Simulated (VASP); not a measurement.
Here is the system:

```
AgI
1.0
    2.40120    -4.15900     0.00000
    2.40120     4.15900     0.00000
    0.00000     0.00000     7.84936
Ag I
2 2
Direct
  0.66667   0.33333   0.50015
  0.33333   0.66667   0.00015
  0.66667   0.33333   0.87485
  0.33333   0.66667   0.37485
```

These are RPBE GGA, VASP's PBE PAW potentials (set 64) (plane waves; VASP) values and carry that method's errors. Run with 520 eV cut-off, 6×6×3 Γ-centred mesh, tetrahedra with Blöchl corrections, potentials Ag I.

Question: The job: AgI (wurtzite), 4 atoms, RPBE, static run, 520 eV, 6×6×3 Γ-centred mesh. Roughly how much core time does it take on a busy server core?

Answer: About 40 core-seconds (one run on a shared machine, a rough figure). It had 14 irreducible k-points, 22 bands, up to 4247 plane waves and 18 electronic steps.

The compound is AgI in the wurtzite structure. It was relaxed first, which changed the volume by +14 %.
